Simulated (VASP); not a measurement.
All values below come from PBE GGA, VASP's PBE PAW potentials (set 64) (plane waves; VASP).

VASP ran on this input.

File POSCAR:
```
Ta
1.0
 -1.6590053274   1.6590053274   1.6590053274
  1.6590053274  -1.6590053274   1.6590053274
  1.6590053274   1.6590053274  -1.6590053274
Ta
1
direct
  0.0000000000   0.0000000000   0.0000000000
```

File KPOINTS:
```
kpoints
0
G
  15 15 15
```

### INCAR
```
SYSTEM = Ta
PREC = Accurate
ENCUT = 500
EDIFF = 1E-6
NELM = 100
ALGO = Normal
LREAL = .FALSE.
LASPH = .TRUE.
ISMEAR = 1
SIGMA = 0.1
GGA = PE
LMAXMIX = 6
LWAVE = .FALSE.
LCHARG = .FALSE.
IBRION = 2
ISIF = 3
NSW = 40
EDIFFG = -0.02
```

POTCAR, in this order: Ta_pv (PBE.64 set). Program: vasp_std.

The resulting files:

File OSZICAR:
```
       N       E                     dE             d eps       ncg     rms          rms(c)
DAV:   1     0.440874365326E+02    0.44087E+02   -0.64189E+03  2160   0.113E+03
DAV:   2    -0.116206477888E+02   -0.55708E+02   -0.54712E+02  2739   0.238E+02
DAV:   3    -0.122752098156E+02   -0.65456E+00   -0.61097E+00  2557   0.263E+01
DAV:   4    -0.122834005581E+02   -0.81907E-02   -0.80824E-02  2460   0.178E+00
DAV:   5    -0.122834585895E+02   -0.58031E-04   -0.58030E-04  2413   0.137E-01    0.132E+01
DAV:   6    -0.119199369164E+02    0.36352E+00   -0.41320E-01  2250   0.782E+00    0.639E+00
DAV:   7    -0.118123668387E+02    0.10757E+00   -0.33581E-01  2261   0.666E+00    0.393E-01
DAV:   8    -0.118111656748E+02    0.12012E-02   -0.43470E-03  2310   0.861E-01    0.136E-01
DAV:   9    -0.118111268492E+02    0.38826E-04   -0.19353E-04  2294   0.175E-01    0.321E-02
DAV:  10    -0.118111212038E+02    0.56454E-05   -0.44096E-06  2410   0.304E-02    0.498E-03
DAV:  11    -0.118111212901E+02   -0.86296E-07   -0.17442E-07  1172   0.606E-03
   1 F= -.11811121E+02 E0= -.11810966E+02  d E =-.118111E+02
```

OUTCAR:
```
------------------------ aborting loop because EDIFF is reached ----------------------------------------
  FORCE on cell =-STRESS in cart. coord.  units (eV):
  Direction    XX          YY          ZZ          XY          YZ          ZX
  --------------------------------------------------------------------------------------
  Total       -0.0000172     -0.0000172     -0.0000172      0.0000000      0.0000000     -0.0000000
  in kB       -0.0015055     -0.0015055     -0.0015055      0.0000000      0.0000000     -0.0000000
  external PRESSURE =      -0.0015055 kB  Pullay stress =       0.0000000 kB
  volume of cell :       18.26
      direct lattice vectors                 reciprocal lattice vectors
    -1.659005327  1.659005327  1.659005327     0.000000000  0.301385410  0.301385410
     1.659005327 -1.659005327  1.659005327     0.301385410  0.000000000  0.301385410
     1.659005327  1.659005327 -1.659005327     0.301385410  0.301385410  0.000000000
 POSITION                                       TOTAL-FORCE (eV/Angst)
 -----------------------------------------------------------------------------------
      0.00000      0.00000      0.00000        -0.000000     -0.000000      0.000000
 -----------------------------------------------------------------------------------
    total drift:                                0.000000      0.000000      0.000000
  FREE ENERGIE OF THE ION-ELECTRON SYSTEM (eV)
  ---------------------------------------------------
  free  energy   TOTEN  =       -11.8111212901 eV

  energy  without entropy=      -11.8106554063  energy(sigma->0) =      -11.81096600

 reached required accuracy - stopping structural energy minimisation
```
(Selected blocks of OUTCAR.)

The compound is Ta in the bcc structure. It was relaxed first.
